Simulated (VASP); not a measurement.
Method: PBE GGA, VASP's PBE PAW potentials (set 64) (plane waves; VASP).

VASP input:

KPOINTS:
```
Automatic mesh
0
Gamma
16 16 16
0 0 0
```

POSCAR:
```
Fe
1.4350
 -1.0000000000   1.0000000000   1.0000000000
  1.0000000000  -1.0000000000   1.0000000000
  1.0000000000   1.0000000000  -1.0000000000
Fe
1
Cart
  0.0000000000   0.0000000000   0.0000000000
```

### INCAR
```
LWAVE=.False.
PREC=Accurate
LASPH=.True.
ISMEAR=1   ! Methfessel-Paxton
ALGO=Normal
MAGMOM=2.5
SYSTEM=Fe
LORBIT=10
LREAL=.False.   ! projection in real space or not
NELM=100   ! most electronic steps
SIGMA=0.1
GGA=PE
ENCUT=400   ! plane-wave cut-off (eV)
LCHARG=.False.
ISPIN=2   ! spin-polarised
LMAXMIX=4
ISIF=2   ! forces and stress, cell fixed
EDIFF=1E-6   ! SCF stop (eV)
```

POTCAR, in this order: Fe (PBE.64 set). Program: vasp_std.

The resulting files:

File OSZICAR:
```
       N       E                     dE             d eps       ncg     rms          rms(c)
DAV:   1     0.113026703582E+02    0.11303E+02   -0.34959E+03  5556   0.865E+02
DAV:   2    -0.901922570721E+01   -0.20322E+02   -0.18980E+02  5248   0.115E+02
DAV:   3    -0.924214427866E+01   -0.22292E+00   -0.22200E+00  5941   0.163E+01
DAV:   4    -0.924319571087E+01   -0.10514E-02   -0.10514E-02  5776   0.104E+00
DAV:   5    -0.924320615337E+01   -0.10443E-04   -0.10443E-04  5693   0.928E-02    0.109E+01
DAV:   6    -0.832350684402E+01    0.91970E+00   -0.14047E+01  5516   0.590E+01    0.590E+00
DAV:   7    -0.823856710054E+01    0.84940E-01   -0.10065E+00  5511   0.152E+01    0.331E+00
DAV:   8    -0.823685321205E+01    0.17139E-02   -0.10646E-02  6467   0.900E-01    0.151E+00
DAV:   9    -0.822906119881E+01    0.77920E-02   -0.18161E-02  6615   0.123E+00    0.571E-01
DAV:  10    -0.822983189967E+01   -0.77070E-03   -0.13956E-04  5555   0.150E-01    0.488E-01
DAV:  11    -0.823106851507E+01   -0.12366E-02   -0.51430E-03  6267   0.763E-01    0.134E-01
DAV:  12    -0.823125722183E+01   -0.18871E-03   -0.13760E-04  6013   0.133E-01    0.567E-02
DAV:  13    -0.823128996218E+01   -0.32740E-04   -0.26108E-05  6237   0.528E-02    0.144E-02
DAV:  14    -0.823128562737E+01    0.43348E-05   -0.27838E-06  3694   0.185E-02    0.284E-03
DAV:  15    -0.823128522133E+01    0.40604E-06   -0.14589E-07  2634   0.496E-03
   1 F= -.82312852E+01 E0= -.82314006E+01  d E =0.345994E-03  mag=     2.2747
```

File OUTCAR:
```
------------------------ aborting loop because EDIFF is reached ----------------------------------------
  FORCE on cell =-STRESS in cart. coord.  units (eV):
  Direction    XX          YY          ZZ          XY          YZ          ZX
  --------------------------------------------------------------------------------------
  Total       -0.5301343     -0.5301343     -0.5301343     -0.0000000     -0.0000000      0.0000000
  in kB      -71.8589321    -71.8589321    -71.8589321     -0.0000000     -0.0000000      0.0000000
  external PRESSURE =     -71.8589321 kB  Pullay stress =       0.0000000 kB
  volume of cell :       11.82
      direct lattice vectors                 reciprocal lattice vectors
    -1.435000000  1.435000000  1.435000000     0.000000000  0.348432056  0.348432056
     1.435000000 -1.435000000  1.435000000     0.348432056  0.000000000  0.348432056
     1.435000000  1.435000000 -1.435000000     0.348432056  0.348432056  0.000000000
 POSITION                                       TOTAL-FORCE (eV/Angst)
 -----------------------------------------------------------------------------------
      0.00000      0.00000      0.00000        -0.000000     -0.000000     -0.000000
 -----------------------------------------------------------------------------------
    total drift:                                0.000000      0.000000      0.000000
  FREE ENERGIE OF THE ION-ELECTRON SYSTEM (eV)
  ---------------------------------------------------
  free  energy   TOTEN  =        -8.2312852213 eV

  energy  without entropy=       -8.2316312149  energy(sigma->0) =       -8.23140055

 total charge

# of ion       s       p       d       tot
------------------------------------------
    1        0.470   0.507   6.211   7.188

 magnetization (x)

# of ion       s       p       d       tot
------------------------------------------
    1       -0.014  -0.055   2.349   2.279
```
(Selected blocks of OUTCAR.)

The compound is Fe in the bcc structure. The cell was not relaxed at this level.
